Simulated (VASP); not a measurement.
A VASP calculation is set up with these files.

POSCAR:
```
In
1
   -1.6250000000     1.6250000000     2.4750000000
    1.6250000000    -1.6250000000     2.4750000000
    1.6250000000     1.6250000000    -2.4750000000
In
1
Direct
  0.0000000000   0.0000000000   0.0000000000
```

INCAR:
```
SYSTEM = In
PREC = Accurate
ENCUT = 400
EDIFF = 1E-6
NELM = 100
ALGO = Normal
LREAL = .FALSE.
LASPH = .TRUE.
ISMEAR = 1
SIGMA = 0.1
GGA = PE
LMAXMIX = 4
LWAVE = .FALSE.
LCHARG = .FALSE.
ISIF = 2
LSORBIT = .TRUE.
MAGMOM = 0 0 0
GGA_COMPAT = .FALSE.
```

File KPOINTS:
```
Automatic mesh
0
Gamma
12 12 12
0 0 0
```

POTCAR, in this order: In_d (PBE.64 set). Program: vasp_std.

Task: Does this input run properly? What does VASP do?

Result: There is a fault: LSORBIT needs the non-collinear program vasp_ncl. VASP stops with an error: ERROR: Noncollinear calculations require that VASP is compiled without the flag -DNGXhalf and-DNGZhalf. You probably tried to run a noncollinear calculation (LNONCOLLINEAR=T) with the executable vasp_std. Use vasp_ncl instead! ----> I REFUSE TO CONTINUE WITH THIS SICK JOB ... BYE!!! <----

File standard output:
```
 POSCAR found type information on POSCAR In
 POSCAR found :  1 types and       1 ions
 Reading from existing POTCAR

 -----------------------------------------------------------------------------
|                                                                             |
|     EEEEEEE  RRRRRR   RRRRRR   OOOOOOO  RRRRRR      ###     ###     ###     |
|     E        R     R  R     R  O     O  R     R     ###     ###     ###     |
|     E        R     R  R     R  O     O  R     R     ###     ###     ###     |
|     EEEEE    RRRRRR   RRRRRR   O     O  RRRRRR       #       #       #      |
|     E        R   R    R   R    O     O  R   R                               |
|     E        R    R   R    R   O     O  R    R      ###     ###     ###     |
|     EEEEEEE  R     R  R     R  OOOOOOO  R     R     ###     ###     ###     |
|                                                                             |
|     ERROR: Noncollinear calculations require that VASP is compiled          |
|     without the flag -DNGXhalf and-DNGZhalf.                                |
|     You probably tried to run a noncollinear calculation                    |
|     (LNONCOLLINEAR=T) with the executable vasp_std. Use vasp_ncl            |
|     instead!                                                                |
|                                                                             |
|       ---->  I REFUSE TO CONTINUE WITH THIS SICK JOB ... BYE!!! <----       |
|                                                                             |
 -----------------------------------------------------------------------------
```

To mend it, run vasp_ncl.

The mended run (PBE GGA with spin-orbit coupling, plane waves, VASP's PBE PAW potentials (set 64)) converges, and its OSZICAR ends with
```
   1 F= -.25858901E+01 E0= -.25859568E+01  d E =0.200028E-03  mag=    -0.0000    -0.0000    -0.0000
```

The compound is In in the bct structure. The cell was not relaxed at this level.
